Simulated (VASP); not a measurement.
For cubic NaI (rock salt), VASP with PBE GGA, VASP's PBE PAW potentials (set 64) gives ε∞ = 3.34, a static ε₀ = 8.06 and a transverse optical mode at 106 cm⁻¹.

Question: Estimate the longitudinal optical frequency at Γ.

Answer: By the Lyddane-Sachs-Teller relation, ω_LO = ω_TO √(ε₀/ε∞) = 106 × √(8.06/3.34) = 165 cm⁻¹.

Measured: ε∞ 3.01 at 297 K (computed value off by +11.0 %), as given by H. H. Li, Journal of Physical and Chemical Reference Data (1976), doi:10.1063/1.555536 [long-wavelength limit of the electronic terms of a dispersion formula fitted to measured refractive indices over 0.25-40.0 um; lattice terms left out].

The compound is NaI in the rock salt structure. It was relaxed first.
